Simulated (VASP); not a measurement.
VASP ran on this input.

### KPOINTS
```
K-points
0
G
 16 16 16
```

**POSCAR**
```
Nb
1
   -1.6338402153     1.6338402153     1.6338402153
    1.6338402153    -1.6338402153     1.6338402153
    1.6338402153     1.6338402153    -1.6338402153
Nb
1
Direct
  0.0000000000   0.0000000000   0.0000000000
```

**INCAR**
```
# general
SYSTEM  = Nb
PREC    = Accurate
ENCUT   = 500   # plane-wave cut-off (eV)
LREAL   = .FALSE.
LASPH   = .TRUE.   # aspherical one-centre terms

# electronic loop
EDIFF   = 1E-6   # SCF stop (eV)
NELM    = 100   # most electronic steps
ALGO    = Normal   # blocked Davidson
LMAXMIX = 4   # l cut-off of mixed one-centre charges

# smearing
ISMEAR  = 1   # Methfessel-Paxton
SIGMA   = 0.1   # width (eV)

# functional
GGA     = PS   # PBEsol

# ions
IBRION  = 2
NSW     = 40   # most ionic steps
ISIF    = 3   # ions, shape and volume
EDIFFG  = -0.02   # ionic stop
PSTRESS = 50

# output
LWAVE   = .FALSE.
LCHARG  = .FALSE.
```

POTCAR, in this order: Nb_sv (PBE.64 set). Program: vasp_std.

Task: Write an equivalent input for Ansatz.

Result: One equivalent input (not run):
Ansatz 0.2 input:
```yaml
crystal:
  lattice:
    - [-1.6338402, 1.6338402, 1.6338402]
    - [1.6338402, -1.6338402, 1.6338402]
    - [1.6338402, 1.6338402, -1.6338402]
  atoms:
    - { symbol: Nb, position: [0.0000000, 0.0000000, 0.0000000] }
kpoints:
  mp_grid: { grid: [16, 16, 16] }
hamiltonian:
  xc: pbesol
  pseudopotentials: { kind: paw }
scf:
  occupations: { method: methfessel_paxton, width: 0.1 }
  max_iter: 100
relax:
  max_steps: 40
  f_tol: 0.02
  cell: { p_target: 5 }
output: { forces: true, stress: true, eigenvalues: true }
```
Limits of the translation: each code has its own PAW files, so the cut-off isn't converted (ENCUT is set for VASP's; basis.ecutwfc is left out, and Ansatz then takes the one that its files recommend); Ansatz stops its SCF on the density residual and VASP on the energy change (EDIFF).

The compound is Nb in the bcc structure. This run relaxes it under an external pressure of 5 GPa. Symmetry was kept, so distortions that lower it aren't found.
